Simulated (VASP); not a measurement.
Crystal: GaP.

```
Ga P
1.0
     0.00000    2.72503    2.72503
     2.72503    0.00000    2.72503
     2.72503    2.72503    0.00000
Ga P
1 1
Direct
  0.00000 0.00000 0.00000
  0.75000 0.75000 0.75000
```

The cell is a database's computed one.

Base run:

| Quantity | Value |
| --- | --- |
| Program | VASP 6.6.1 |
| Functional | PBE |
| Potentials or basis | VASP PAW PBE potentials, release 64 (Ga_d, P) |
| Cutoff | 600 eV |
| k mesh | 10 × 10 × 10 |
| Occupations | gaussian, width 0.02 eV |
| Spin | no spin polarisation |

Its results: band gap on the k mesh 1.60 eV, indirect (least direct gap 1.83 eV); pressure 2.4 GPa.

Q: After a change of settings the same cell gave: band gap on the k mesh 1.45 eV, indirect (least direct gap 1.64 eV); pressure -2.7 GPa. Which change was it?
A. cutoff from 600 eV to 450 eV
B. functional from PBE to HSE06; cutoff from 600 eV to 450 eV; k mesh from 10 × 10 × 10 to 8 × 8 × 8
C. functional from PBE to PBE0; cutoff from 600 eV to 450 eV; k mesh from 10 × 10 × 10 to 8 × 8 × 8
D. functional from PBE to LDA; potentials or basis from VASP PAW PBE potentials, release 64 (Ga_d, P) to VASP PAW LDA potentials, release 64 (Ga_d, P); cutoff from 600 eV to 450 eV

A: D.
